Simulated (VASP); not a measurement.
Level of theory: PBE GGA, VASP's PBE PAW potentials (set 64) (plane waves; VASP).

A VASP calculation is set up with these files.

### POSCAR
```
MgS
3.7384250
  0.0000000000   0.7071068699   0.7071068699
  0.7071068699   0.0000000000   0.7071068699
  0.7071068699   0.7071068699   0.0000000000
Mg S
1 1
Cartesian
  0.0000000000   0.0000000000   0.0000000000
  0.7071068699   0.7071068699   0.7071068699
```

File KPOINTS:
```
Automatic mesh
0
Gamma
11 11 11
0 0 0
```

### INCAR
```
LREAL  =  .FALSE.
LWAVE  =  .FALSE.
SYSTEM  =  MgS
ISMEAR  =  0   ! Gaussian
LCHARG  =  .FALSE.
ALGO  =  Normal   ! blocked Davidson
PREC  =  Accurate
GGA  =  PE
ENCUT  =  180   ! plane-wave cut-off (eV)
LASPH  =  .TRUE.
EDIFF  =  1E-6   ! SCF stop (eV)
NELM  =  100
SIGMA  =  0.01
ISIF  =  2   ! forces and stress, cell fixed
```

POTCAR, in this order: Mg S (PBE.64 set). Program: vasp_std.

What VASP printed:

**OSZICAR**
```
       N       E                     dE             d eps       ncg     rms          rms(c)
DAV:   1     0.677967585119E+01    0.67797E+01   -0.22442E+03   968   0.339E+02
DAV:   2    -0.856400915677E+01   -0.15344E+02   -0.14731E+02  1248   0.722E+01
DAV:   3    -0.884185476078E+01   -0.27785E+00   -0.27785E+00  1032   0.122E+01
DAV:   4    -0.884266540324E+01   -0.81064E-03   -0.81064E-03  1440   0.651E-01
DAV:   5    -0.884266584796E+01   -0.44472E-06   -0.44472E-06  1048   0.110E-02    0.958E+00
DAV:   6    -0.849719589478E+01    0.34547E+00   -0.85208E-01   952   0.437E+00    0.678E+00
DAV:   7    -0.845208194139E+01    0.45114E-01   -0.29342E-01  1168   0.270E+00    0.280E+00
DAV:   8    -0.844956589160E+01    0.25160E-02   -0.20268E-02   944   0.837E-01    0.449E-01
DAV:   9    -0.844954537044E+01    0.20521E-04   -0.36930E-04  1216   0.131E-01    0.189E-01
DAV:  10    -0.844960608492E+01   -0.60714E-04   -0.12511E-04  1112   0.863E-02    0.431E-02
DAV:  11    -0.844960577537E+01    0.30955E-06   -0.51680E-06  1296   0.151E-02
   1 F= -.84496058E+01 E0= -.84496058E+01  d E =-.103703E-31
```

**OUTCAR**
```
------------------------ aborting loop because EDIFF is reached ----------------------------------------
  FORCE on cell =-STRESS in cart. coord.  units (eV):
  Direction    XX          YY          ZZ          XY          YZ          ZX
  --------------------------------------------------------------------------------------
  Total       -1.9546523     -1.9546523     -1.9546523      0.0000000      0.0000000      0.0000000
  in kB      -84.7674122    -84.7674122    -84.7674122      0.0000000      0.0000000      0.0000000
  external PRESSURE =     -84.7674122 kB  Pullay stress =       0.0000000 kB
  volume of cell :       36.94
      direct lattice vectors                 reciprocal lattice vectors
     0.000000000  2.643466000  2.643466000    -0.189145614  0.189145614  0.189145614
     2.643466000  0.000000000  2.643466000     0.189145614 -0.189145614  0.189145614
     2.643466000  2.643466000  0.000000000     0.189145614  0.189145614 -0.189145614
 POSITION                                       TOTAL-FORCE (eV/Angst)
 -----------------------------------------------------------------------------------
      0.00000      0.00000      0.00000        -0.000000     -0.000000      0.000000
      2.64347      2.64347      2.64347         0.000000      0.000000      0.000000
 -----------------------------------------------------------------------------------
    total drift:                                0.000000      0.000000      0.000000
  FREE ENERGIE OF THE ION-ELECTRON SYSTEM (eV)
  ---------------------------------------------------
  free  energy   TOTEN  =        -8.4496057754 eV

  energy  without entropy=       -8.4496057754  energy(sigma->0) =       -8.44960578
```
(Selected blocks of OUTCAR.)

At this cut-off the stress carries a Pulay error, which pulls relaxed volumes low.

The structure comes from a computed database's MgS entry; how it stands against other phases isn't given here. The cell was not relaxed at this level, and its volume differs by +4.6 % from the start's. The run is one of a series of settings (ENCUT = 180 against the base run), some of them coarse on purpose.
